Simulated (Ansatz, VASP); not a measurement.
# Si3N4 in two plane-wave programs, part 2 of 2

Wanted: the spread between two codes on one cell, functional and k mesh. The cell is taken from a series of runs on this material, whose earlier steps may have relaxed, scaled, displaced or heated it; both programs get it as it stands.

VASP 6.6.1 and Ansatz 0.2.0.

So far: Starting point; Ansatz: G0W0 gap, LDA.

## 3. VASP: G0W0 gap, LDA

Level of this step: G0W0 on LDA; plane waves and PAW (Si_GW, N_GW) (VASP).

The same cell, functional (in two slightly different forms) and mesh now go to VASP, with its own data sets.

Lines of VASP's logs that name or quote its potential files are left out, and so is its time.

The run reads the wave functions of an earlier VASP run, which isn't shown here.

File INCAR:

```
SYSTEM = Si3N4
PREC = Accurate
ENCUT = 450
ISMEAR = 0
SIGMA = 0.01
LREAL = .FALSE.
GGA = CA
NBANDS = 304
ALGO = EVGW0
NELMGW = 1
ENCUTGW = 100
NOMEGA = 64
PRECFOCK = Fast
NBANDSGW = 40
LWAVE = .FALSE.
LCHARG = .FALSE.
```

File POSCAR:

```
Si3N4
1.0
    0.0000000000      3.8937180000      3.8937180000
    3.8937180000      0.0000000000      3.8937180000
    3.8937180000      3.8937180000      0.0000000000
Si N
6 8
Direct
    0.1250000000      0.1250000000      0.6250000000
    0.1250000000      0.6250000000      0.1250000000
    0.6250000000      0.1250000000      0.1250000000
    0.1250000000      0.1250000000      0.1250000000
    0.7500000000      0.7500000000      0.7500000000
    0.5000000000      0.5000000000      0.5000000000
    0.3675630000      0.3675630000      0.3675630000
    0.3526890000      0.8824370000      0.8824370000
    0.8824370000      0.8824370000      0.3526890000
    0.8824370000      0.3526890000      0.8824370000
    0.3675630000      0.3675630000      0.8973110000
    0.3675630000      0.8973110000      0.3675630000
    0.8824370000      0.8824370000      0.8824370000
    0.8973110000      0.3675630000      0.3675630000
```

File KPOINTS:

```
Automatic mesh
0
Gamma
4 4 4
0 0 0
```

PAW data sets: Si_GW and N_GW (LDA family, release 64).

Launch:

```
> mpirun -np 8 vasp_std
```

Numbers of over 12 decimals in the logs are rounded to 6 here.

What it wrote:

```text
[banner, memory and clock lines left out]
running    8 mpi-ranks, on    1 nodes
 distrk:  each k-point on    8 cores,    1 groups
 distr:  one band on    1 cores,    8 groups

 POSCAR found type information on POSCAR SiN
 POSCAR found :  2 types and      14 ions
|                                                                             |
|           W    W    AA    RRRRR   N    N  II  N    N   GGGG   !!!           |
|           W    W   A  A   R    R  NN   N  II  NN   N  G    G  !!!           |
|           W    W  A    A  R    R  N N  N  II  N N  N  G       !!!           |
|           W WW W  AAAAAA  RRRRR   N  N N  II  N  N N  G  GGG   !            |
|           WW  WW  A    A  R   R   N   NN  II  N   NN  G    G                |
|           W    W  A    A  R    R  N    N  II  N    N   GGGG   !!!           |
|                                                                             |
|     For optimal performance we recommend to set                             |
|       NCORE = 2 up to number-of-cores-per-socket                            |
|     NCORE specifies how many cores store one orbital (NPAR=cpu/NCORE).      |
|     This setting can greatly improve the performance of VASP for DFT.       |
|     The default, NCORE=1 might be grossly inefficient on modern             |
|     multi-core architectures or massively parallel machines. Do your        |
|     Unfortunately you need to use the default for GW and RPA                |
|     calculations (for HF NCORE is supported but not extensively tested      |
|     yet).                                                                   |
|                                                                             |

|                                                                             |
|           W    W    AA    RRRRR   N    N  II  N    N   GGGG   !!!           |
|           W    W   A  A   R    R  NN   N  II  NN   N  G    G  !!!           |
|           W    W  A    A  R    R  N N  N  II  N N  N  G       !!!           |
|           W WW W  AAAAAA  RRRRR   N  N N  II  N  N N  G  GGG   !            |
|           WW  WW  A    A  R   R   N   NN  II  N   NN  G    G                |
|           W    W  A    A  R    R  N    N  II  N    N   GGGG   !!!           |
|                                                                             |
|     The default for ENCUTGWSOFT is different in this version of VASP.       |
|     please manually set ENCUTGWSOFT =100 in the INCAR file.                 |
|                                                                             |

 LDA part: xc-table for (Slater(with rela. corr.)+CA(PZ))
 , standard interpolation
 found WAVECAR, reading the header
 POSCAR, INCAR and KPOINTS ok, starting setup
 FFT: planning ... GRIDC
 FFT: planning ... GRID_SOFT
 FFT: planning ... GRID
 reading WAVECAR
 the WAVECAR file was read successfully
 initial charge from wavefunction
 available memory per node:     42.48 GB, setting MAXMEM to     43503

 The Fermi energy was updated, please check that it is located mid-gap
 values below the HOMO (VB) or above the LUMO (CB) will cause erroneous energies
 E-fermi :  10.2218

 calculate exact exchange contribution
 the WAVEDER file was read successfully
energies w=
    0.000    0.000    0.656    0.000    1.310    0.000    1.961    0.000
    2.607    0.000    3.249    0.000    3.883    0.000    4.511    0.000
    5.130    0.000    5.742    0.000    6.345    0.000    6.939    0.000
    7.525    0.000    8.104    0.000    8.675    0.000    9.239    0.000
    9.798    0.000   10.352    0.000   10.901    0.000   11.447    0.000
   11.992    0.000   12.535    0.000   13.079    0.000   13.624    0.000
   14.173    0.000   14.725    0.000   15.284    0.000   15.850    0.000
   16.425    0.000   17.011    0.000   17.611    0.000   18.225    0.000
   18.858    0.000   19.511    0.000   20.188    0.000   20.891    0.000
   21.625    0.000   22.394    0.000   23.203    0.000   24.057    0.000
   24.963    0.000   25.929    0.000   26.964    0.000   28.076    0.000
   29.281    0.000   30.592    0.000   32.028    0.000   33.610    0.000
   35.366    0.000   37.330    0.000   39.546    0.000   42.068    0.000
   44.969    0.000   48.344    0.000   52.324    0.000   57.090    0.000
   62.899    0.000   70.137    0.000   79.398    0.000   91.658    0.000
  108.634    0.000  133.652    0.000  174.111    0.000  250.480    0.000
 responsefunction array rank=     296
 LDA part: xc-table for (Slater(with rela. corr.)+CA(PZ))
 , standard interpolation

 min. memory requirement per mpi rank    355.9 MB, per node   2847.2 MB

 allocating   8 responsefunctions rank=   296
 shmem allocating  64 responsefunctions rank=   296
 response function shared by NCSHMEM nodes    1
 Doing            8  frequencies on each core in blocks of           64
NQ=   1    0.0000    0.0000    0.0000,
|.........|.........|.........|.........|.........|.........|.........|.........
 performed       1308000 updates of chi_q(r,r)
 total number of BLAS operations        838.48 Gflops
NQ=   2    0.2500    0.0000    0.0000,
|.........|.........|.........|.........|.........|.........|.........|.........
 performed       3297000 updates of chi_q(r,r)
 total number of BLAS operations       2033.47 Gflops
NQ=   3    0.5000    0.0000    0.0000,
|.........|.........|.........|.........|.........|.........|.........|.........
 performed       5092000 updates of chi_q(r,r)
 total number of BLAS operations       3049.57 Gflops
NQ=   4    0.2500    0.2500    0.0000,
|.........|.........|.........|.........|.........|.........|.........|.........
 performed       7081000 updates of chi_q(r,r)
 total number of BLAS operations       4388.19 Gflops
NQ=   5    0.5000    0.2500    0.0000,
|.........|.........|.........|.........|.........|.........|.........|.........
 performed       9605000 updates of chi_q(r,r)
 total number of BLAS operations       5806.55 Gflops
NQ=   6   -0.2500    0.2500    0.0000,
|.........|.........|.........|.........|.........|.........|.........|.........
 performed      11935000 updates of chi_q(r,r)
 total number of BLAS operations       7105.75 Gflops
NQ=   7    0.5000    0.5000    0.0000,
|.........|.........|.........|.........|.........|.........|.........|.........
 performed      13584000 updates of chi_q(r,r)
 total number of BLAS operations       7956.92 Gflops
NQ=   8   -0.2500    0.5000    0.2500,
|.........|.........|.........|.........|.........|.........|.........|.........
 performed      15524000 updates of chi_q(r,r)
 total number of BLAS operations       9039.16 Gflops
 resolving degeneracies of screened two electron integrals

 calculate QP shifts <psi_nk| G(iteration)W_0 |psi_nk>: iteration 1
 entering main loop
```

From OUTCAR (step 3):

```text
ion  position               nearest neighbor table
   1  0.125  0.125  0.625-   7 1.89  13 1.89  10 1.89  12 1.89   8 1.89  14 1.89   4 2.75   2 2.75
                             3 2.75   4 2.75   2 2.75   3 2.75
   2  0.125  0.625  0.125-   7 1.89  13 1.89   9 1.89  11 1.89   8 1.89  14 1.89   4 2.75   1 2.75
                             1 2.75   3 2.75   4 2.75   3 2.75
   3  0.625  0.125  0.125-   7 1.89  13 1.89  10 1.89  11 1.89  12 1.89   9 1.89   4 2.75   1 2.75
                             2 2.75   1 2.75   2 2.75   4 2.75
   4  0.125  0.125  0.125-   9 1.89  11 1.89  10 1.89   8 1.89  12 1.89  14 1.89   1 2.75   2 2.75
                             3 2.75   1 2.75   2 2.75   3 2.75
   5  0.750  0.750  0.750-   8 1.79   9 1.79  10 1.79  13 1.79
   6  0.500  0.500  0.500-  11 1.79  12 1.79  14 1.79   7 1.79
   7  0.368  0.368  0.368-   6 1.79   2 1.89   3 1.89   1 1.89
   8  0.353  0.882  0.882-   5 1.79   4 1.89   1 1.89   2 1.89
   9  0.882  0.882  0.353-   5 1.79   4 1.89   2 1.89   3 1.89
  10  0.882  0.353  0.882-   5 1.79   4 1.89   1 1.89   3 1.89
  11  0.368  0.368  0.897-   6 1.79   4 1.89   2 1.89   3 1.89
  12  0.368  0.897  0.368-   6 1.79   4 1.89   1 1.89   3 1.89
  13  0.882  0.882  0.882-   5 1.79   2 1.89   3 1.89   1 1.89
  14  0.897  0.368  0.368-   6 1.79   4 1.89   1 1.89   2 1.89

  LATTYP: Found a face centered cubic cell.
 ALAT       =     7.7874360000

 Subroutine GETGRP returns: Found 48 space group operations
 (whereof 24 operations were pure point group operations)

The static configuration has the point symmetry T_d .
 The point group associated with its full space group is O_h .

 Found      8 irreducible k-points:

   k-points           NKPTS =      8   k-points in BZ     NKDIM =     64   number of bands    NBANDS=    304

   dimension x,y,z NGX =    40 NGY =   40 NGZ =   40
   dimension x,y,z NGXF=    80 NGYF=   80 NGZF=   80

   ENCUT  =  450.0 eV  33.07 Ry    5.75 a.u.   9.52  9.52  9.52*2*pi/ulx,y,z

   NELECT =      64.0000    total number of electrons

  energy-cutoff  :      450.00
  volume of cell :      118.07
      direct lattice vectors                 reciprocal lattice vectors
     0.000000000  3.893718000  3.893718000    -0.128411970  0.128411970  0.128411970
     3.893718000  0.000000000  3.893718000     0.128411970 -0.128411970  0.128411970
     3.893718000  3.893718000  0.000000000     0.128411970  0.128411970 -0.128411970

 k-points in reciprocal lattice and weights: Automatic mesh
   0.00000000  0.00000000  0.00000000       0.016
   0.25000000  0.00000000  0.00000000       0.125
   0.50000000  0.00000000  0.00000000       0.062
   0.25000000  0.25000000  0.00000000       0.094
   0.50000000  0.25000000  0.00000000       0.375
  -0.25000000  0.25000000  0.00000000       0.188
   0.50000000  0.50000000  0.00000000       0.047
  -0.25000000  0.50000000  0.25000000       0.094

 E-fermi :  10.2218

 QP shifts <psi_nk| G(iteration)W_0 |psi_nk>: iteration 1
 for sc-GW calculations column KS-energies equals QP-energies in previous step
 and V_xc(KS)=  KS-energies - (<T + V_ion + V_H > + <T+V_H+V_ion>^1  + <V_x>^1)
 k-point   1 :       0.0000    0.0000    0.0000
  band No.  KS-energies  QP-energies   sigma(KS)   V_xc(KS)     V^pw_x(r,r')   Z            occupation Imag(sigma)
    ...
     29       8.4760       8.1709     -17.8441     -17.4616     -21.1689       0.7979       2.0000       0.0574
     30       8.5918       8.3211     -17.9780     -17.6395     -21.2315       0.7997       2.0000       0.0558
     31       8.5918       8.3211     -17.9780     -17.6395     -21.2315       0.7997       2.0000       0.0558
     32       8.5918       8.3211     -17.9780     -17.6395     -21.2315       0.7997       2.0000       0.0558
     33      11.8341      12.8196     -10.6755     -11.8606      -6.6925       0.8316       0.0000      -0.0584
     34      11.8341      12.8196     -10.6755     -11.8606      -6.6925       0.8316       0.0000      -0.0584
     35      11.8341      12.8196     -10.6755     -11.8606      -6.6925       0.8316       0.0000      -0.0584
     36      13.4359      14.6376     -11.4680     -12.9214      -7.1433       0.8268       0.0000      -0.0641
    ...

 k-point   2 :       0.2500    0.0000    0.0000
  band No.  KS-energies  QP-energies   sigma(KS)   V_xc(KS)     V^pw_x(r,r')   Z            occupation Imag(sigma)
    ...
     29       8.1433       7.8039     -17.6951     -17.2688     -21.0301       0.7963       2.0000       0.0587
     30       8.1868       7.8436     -17.6731     -17.2417     -21.0221       0.7958       2.0000       0.0586
     31       8.4948       8.2109     -17.9115     -17.5561     -21.1785       0.7991       2.0000       0.0563
     32       8.4948       8.2109     -17.9115     -17.5561     -21.1785       0.7991       2.0000       0.0563
     33      12.5811      13.6275     -10.8049     -12.0670      -6.6813       0.8291       0.0000      -0.0614
     34      12.8330      13.8795     -10.8893     -12.1547      -6.7812       0.8271       0.0000      -0.0618
     35      12.8330      13.8795     -10.8893     -12.1547      -6.7812       0.8271       0.0000      -0.0618
     36      14.5161      15.8037     -11.9208     -13.4931      -7.4768       0.8190       0.0000      -0.0691
    ...

 k-point   3 :       0.5000    0.0000    0.0000
  band No.  KS-energies  QP-energies   sigma(KS)   V_xc(KS)     V^pw_x(r,r')   Z            occupation Imag(sigma)
    ...
     29       8.1591       7.8326     -17.7930     -17.3836     -21.1076       0.7976       2.0000       0.0581
     30       8.1591       7.8326     -17.7930     -17.3836     -21.1076       0.7976       2.0000       0.0581
     31       8.2999       7.9886     -17.7597     -17.3690     -21.0556       0.7969       2.0000       0.0575
     32       8.2999       7.9886     -17.7597     -17.3690     -21.0556       0.7969       2.0000       0.0575
     33      13.4286      14.5284     -10.8222     -12.1539      -6.4885       0.8258       0.0000      -0.0660
     34      14.2415      15.2938     -10.4362     -11.7163      -5.9413       0.8220       0.0000      -0.0716
     35      14.2415      15.2938     -10.4362     -11.7163      -5.9413       0.8220       0.0000      -0.0716
     36      14.7470      16.0014     -11.2105     -12.7366      -6.6868       0.8220       0.0000      -0.0696
    ...

 k-point   4 :       0.2500    0.2500    0.0000
  band No.  KS-energies  QP-energies   sigma(KS)   V_xc(KS)     V^pw_x(r,r')   Z            occupation Imag(sigma)
    ...
     29       8.0544       7.7034     -17.6815     -17.2408     -21.0416       0.7964       2.0000       0.0592
     30       8.0646       7.7210     -17.6629     -17.2322     -20.9778       0.7977       2.0000       0.0587
     31       8.0646       7.7210     -17.6629     -17.2322     -20.9778       0.7977       2.0000       0.0587
     32       8.3797       8.0616     -17.7655     -17.3664     -21.0857       0.7968       2.0000       0.0576
     33      12.8667      13.9183     -10.6934     -11.9640      -6.4944       0.8276       0.0000      -0.0630
     34      13.4342      14.5550     -11.4491     -12.8116      -7.3632       0.8227       0.0000      -0.0633
     35      13.4342      14.5550     -11.4491     -12.8116      -7.3632       0.8227       0.0000      -0.0633
     36      14.5070      15.7621     -11.5007     -13.0260      -7.0328       0.8228       0.0000      -0.0687
    ...

[... 4 further parts left out ...]
```

## 4. Side by side

Known differences besides the potentials themselves: the two LDA forms differ slightly; fixed occupations in Ansatz, narrow Gaussian smearing in VASP; the cutoff is 420 eV in Ansatz and 450 eV in VASP; VASP's log shows a relativistic correction to its local exchange, Ansatz's none; Ansatz integrates over frequency by contour deformation, VASP on a grid of NOMEGA points; Ansatz's G0W0 levels solve the quasiparticle equation, VASP's are linearised. Total energies have different zeros and are not compared.

The two programs side by side:

```csv
quantity,Ansatz,VASP,difference
G0W0 gap on the mesh (eV),4.54,4.47,+0.06
Kohn-Sham gap under it (eV),3.23,3.22,+0.01
```

## 5. What came out

| Property | Result |
| --- | --- |
| difference in G0W0 gap on the mesh (G0W0 gap, LDA) | 0.061 eV |

**Reading.** The difference in G0W0 gap on the mesh is 0.061 eV (G0W0 gap, LDA). How closely two codes agree says nothing of how well the functional describes the real material.

[Lines on the potential files, build, host, timing and source positions are cut from VASP's logs without a mark.]

[Logs are printed without paths, hosts, clocks, repeated set-up lines and the standing remarks that a program may print on its own settings, such as how far it seeks lower states.]

[Hosts, paths, dates, database ids (printed as entryN), source tags and the programs' standing remarks are cut or masked in the printed files.]
